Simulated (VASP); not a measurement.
Output of a VASP run:

OSZICAR:
```
       N       E                     dE             d eps       ncg     rms          rms(c)
DAV:   1     0.287180775438E+03    0.28718E+03   -0.19969E+04   800   0.183E+03
DAV:   2    -0.163117813596E+02   -0.30349E+03   -0.28838E+03  1040   0.431E+02
DAV:   3    -0.288186169678E+02   -0.12507E+02   -0.12471E+02   956   0.904E+01
DAV:   4    -0.292381644172E+02   -0.41955E+00   -0.41880E+00  1400   0.143E+01
DAV:   5    -0.292404474946E+02   -0.22831E-02   -0.22828E-02   932   0.862E-01    0.887E+00
DAV:   6    -0.271699696682E+02    0.20705E+01   -0.86075E+00   916   0.240E+01    0.438E+00
DAV:   7    -0.271224631943E+02    0.47506E-01   -0.30625E-01  1060   0.377E+00    0.298E+00
DAV:   8    -0.270892781184E+02    0.33185E-01   -0.69051E-02   976   0.286E+00    0.373E-01
DAV:   9    -0.270874926755E+02    0.17854E-02   -0.15496E-02   980   0.953E-01    0.998E-02
DAV:  10    -0.270875807535E+02   -0.88078E-04   -0.10482E-03  1088   0.227E-01    0.220E-02
DAV:  11    -0.270875777141E+02    0.30394E-05   -0.17312E-05   976   0.413E-02    0.109E-02
DAV:  12    -0.270875770820E+02    0.63207E-06   -0.46603E-06   968   0.196E-02
   1 F= -.25336338E+02 E0= -.25336338E+02  d E =-.253363E+02
```

OUTCAR:
```
------------------------ aborting loop because EDIFF is reached ----------------------------------------
  FORCE on cell =-STRESS in cart. coord.  units (eV):
  Direction    XX          YY          ZZ          XY          YZ          ZX
  --------------------------------------------------------------------------------------
  Total        1.7601174      1.7601174      1.7601174      0.0000000     -0.0000000      0.0000000
  in kB       50.2534873     50.2534873     50.2534873      0.0000000     -0.0000000      0.0000000
  external PRESSURE =       0.2534873 kB  Pullay stress =      50.0000000 kB
  volume of cell :       56.12
      direct lattice vectors                 reciprocal lattice vectors
     3.828500188  0.000000000  0.000000000     0.261198890  0.000000000  0.000000000
     0.000000000  3.828500188  0.000000000     0.000000000  0.261198890  0.000000000
     0.000000000  0.000000000  3.828500188     0.000000000  0.000000000  0.261198890
 POSITION                                       TOTAL-FORCE (eV/Angst)
 -----------------------------------------------------------------------------------
      0.00000      0.00000      0.00000         0.000000      0.000000      0.000000
      1.91425      1.91425      1.91425         0.000000      0.000000      0.000000
      1.91425      0.00000      1.91425         0.000000      0.000000      0.000000
      0.00000      1.91425      1.91425         0.000000      0.000000      0.000000
      1.91425      1.91425      0.00000         0.000000      0.000000      0.000000
 -----------------------------------------------------------------------------------
    total drift:                                0.000000     -0.000000     -0.000000
  FREE ENERGIE OF THE ION-ELECTRON SYSTEM (eV)
  ---------------------------------------------------
  free  energy   TOTEN  =       -27.0875770820 eV

  energy  without entropy=      -27.0875770820  energy(sigma->0) =      -27.08757708
  enthalpy is  TOTEN    =       -25.3363380021 eV   P V=        1.7512390799

 reached required accuracy - stopping structural energy minimisation
```
(Selected blocks of OUTCAR.)

File POSCAR:
```
KMgF3
1
    3.8285001880     0.0000000000    -0.0000000000
    0.0000000000     3.8285001880     0.0000000000
    0.0000000000     0.0000000000     3.8285001880
K Mg F
1 1 3
Direct
  0.0000000000   0.0000000000   0.0000000000
  0.5000000000   0.5000000000   0.5000000000
  0.5000000000   0.0000000000   0.5000000000
  0.0000000000   0.5000000000   0.5000000000
  0.5000000000   0.5000000000   0.0000000000
```

Problem. Reconstruct the remaining input files.

Solution. This is not unique; one that fits is the input of the run itself, LDA (Ceperley-Alder, Perdew-Zunger), plane waves, VASP's LDA PAW potentials (set 64).

**INCAR**
```
! general
SYSTEM   =  KMgF3
PREC     =  Accurate
ENCUT    =  620
LREAL    =  .FALSE.
LASPH    =  .TRUE.

! electronic loop
EDIFF    =  1E-6
NELM     =  100
ALGO     =  Normal

! smearing
ISMEAR   =  0
SIGMA    =  0.05

! ions
IBRION   =  2
NSW      =  40
ISIF     =  3
EDIFFG   =  -0.02
PSTRESS  =  50

! output
LWAVE    =  .FALSE.
LCHARG   =  .FALSE.
```

**KPOINTS**
```
Automatic
0
gamma
6 6 6
```

POTCAR, in this order: K_sv Mg F (LDA.64 set). Program: vasp_std.

The compound is KMgF3 in the cubic perovskite structure. It was relaxed first under an external pressure of 5 GPa.
